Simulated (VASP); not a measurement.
Data:

```
MgH2
1.0
    4.50280     0.00000     0.00000
    0.00000     4.50280     0.00000
    0.00000     0.00000     3.00503
Mg H
2 4
Direct
  0.00000   0.00000   0.00000
  0.50000   0.50000   0.50000
  0.30422   0.30422   0.00000
  0.80422   0.19578   0.50000
  0.19578   0.80422   0.50000
  0.69578   0.69578   0.00000
```

Method: PBE GGA, VASP's PBE PAW potentials (set 64) (plane waves; VASP). Settings: 400 eV cut-off, 6×6×8 Γ-centred mesh, tetrahedra with Blöchl corrections, potentials Mg H.

The cores are frozen, which limits the accuracy of field gradients.

**Question.** Give the principal components of the electric field gradient (V/Å²) and the asymmetry η at each nucleus.

**Answer.** 
```
atom  Vxx  Vyy   Vzz     η
----  ---  ---  ----  ----
Mg1   5.5  0.2  -5.7  0.94
Mg2   5.5  0.2  -5.7  0.94
H3    4.3  1.1  -5.4  0.60
H4    4.3  1.1  -5.4  0.60
H5    4.3  1.1  -5.4  0.60
H6    4.3  1.1  -5.4  0.60
```

The compound is MgH2 in the rutile structure. It was relaxed first.
